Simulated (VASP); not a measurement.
Level of theory: PBEsol GGA, VASP's PBE PAW potentials (set 64) (plane waves; VASP).

The input files of a VASP run:

### POSCAR
```
CsSnI3
1.0
  5.0275004012   0.0000000000   0.0000000000
  0.0000000000   5.0275004012   0.0000000000
  0.0000000000   0.0000000000   5.0275004012
Cs Sn I
1 1 3
Cartesian
  0.0000000000   0.0000000000   0.0000000000
  2.5137502006   2.5137502006   2.5137502006
  2.5137502006   0.0000000000   2.5137502006
  0.0000000000   2.5137502006   2.5137502006
  2.5137502006   2.5137502006   0.0000000000
```

### KPOINTS
```
Automatic mesh
0
gamma
6 6 6
0 0 0
```

### INCAR
```
SYSTEM = CsSnI3
PREC = Accurate
ENCUT = 500
EDIFF = 1E-6
NELM = 100
ALGO = Normal
LREAL = .FALSE.
LASPH = .TRUE.
ISMEAR = 1
SIGMA = 0.1
GGA = PS
LMAXMIX = 4
LWAVE = .FALSE.
LCHARG = .FALSE.
IBRION = 2
ISIF = 3
NSW = 40
EDIFFG = -0.02
PSTRESS = 450
```

POTCAR, in this order: Cs_sv Sn_d I (PBE.64 set). Program: vasp_std.

Output of the run:

**OSZICAR**
```
       N       E                     dE             d eps       ncg     rms          rms(c)
DAV:   1     0.420152987421E+03    0.42015E+03   -0.19727E+04  1050   0.177E+03
DAV:   2     0.568279847236E+02   -0.36333E+03   -0.35579E+03  1112   0.419E+02
DAV:   3    -0.405694378209E+01   -0.60885E+02   -0.58870E+02  1282   0.147E+02
DAV:   4    -0.699560679097E+01   -0.29387E+01   -0.29281E+01  1270   0.346E+01
DAV:   5    -0.706284804248E+01   -0.67241E-01   -0.67189E-01  1594   0.576E+00    0.184E+01
DAV:   6    -0.693402918448E+01    0.12882E+00   -0.91526E-02  1256   0.170E+00    0.112E+01
DAV:   7    -0.688261466478E+01    0.51415E-01   -0.14509E-01  1348   0.227E+00    0.625E-01
DAV:   8    -0.688085874709E+01    0.17559E-02   -0.23417E-02  1250   0.851E-01    0.301E-01
DAV:   9    -0.688091906872E+01   -0.60322E-04   -0.16912E-03  1558   0.241E-01    0.920E-02
DAV:  10    -0.688091655814E+01    0.25106E-05   -0.54796E-05  1274   0.477E-02    0.267E-02
DAV:  11    -0.688091732272E+01   -0.76457E-06   -0.31898E-06  1206   0.155E-02
   1 F= 0.28810046E+02 E0= 0.28809681E+02  d E =0.288100E+02
```

File OUTCAR:
```
------------------------ aborting loop because EDIFF is reached ----------------------------------------
  FORCE on cell =-STRESS in cart. coord.  units (eV):
  Direction    XX          YY          ZZ          XY          YZ          ZX
  --------------------------------------------------------------------------------------
  Total       35.6810268     35.6810268     35.6810268     -0.0000000     -0.0000000      0.0000000
  in kB      449.8747151    449.8747151    449.8747151     -0.0000000     -0.0000000      0.0000000
  external PRESSURE =      -0.1252849 kB  Pullay stress =     450.0000000 kB
  volume of cell :      127.07
      direct lattice vectors                 reciprocal lattice vectors
     5.027500401  0.000000000  0.000000000     0.198906001  0.000000000  0.000000000
     0.000000000  5.027500401  0.000000000     0.000000000  0.198906001  0.000000000
     0.000000000  0.000000000  5.027500401     0.000000000  0.000000000  0.198906001
 POSITION                                       TOTAL-FORCE (eV/Angst)
 -----------------------------------------------------------------------------------
      0.00000      0.00000      0.00000         0.000000      0.000000      0.000000
      2.51375      2.51375      2.51375         0.000000      0.000000      0.000000
      2.51375      0.00000      2.51375         0.000000      0.000000      0.000000
      0.00000      2.51375      2.51375         0.000000      0.000000      0.000000
      2.51375      2.51375      0.00000         0.000000      0.000000      0.000000
 -----------------------------------------------------------------------------------
    total drift:                               -0.000000      0.000000     -0.000000
  FREE ENERGIE OF THE ION-ELECTRON SYSTEM (eV)
  ---------------------------------------------------
  free  energy   TOTEN  =        -6.8809173227 eV

  energy  without entropy=       -6.8820124439  energy(sigma->0) =       -6.88128236
  enthalpy is  TOTEN    =        28.8100462587 eV   P V=       35.6909635814

 reached required accuracy - stopping structural energy minimisation
```
(Selected blocks of OUTCAR.)

The compound is CsSnI3 in the cubic perovskite structure, the ideal cubic form; the compound distorts at low or room temperature. It was relaxed first under an external pressure of 45 GPa.
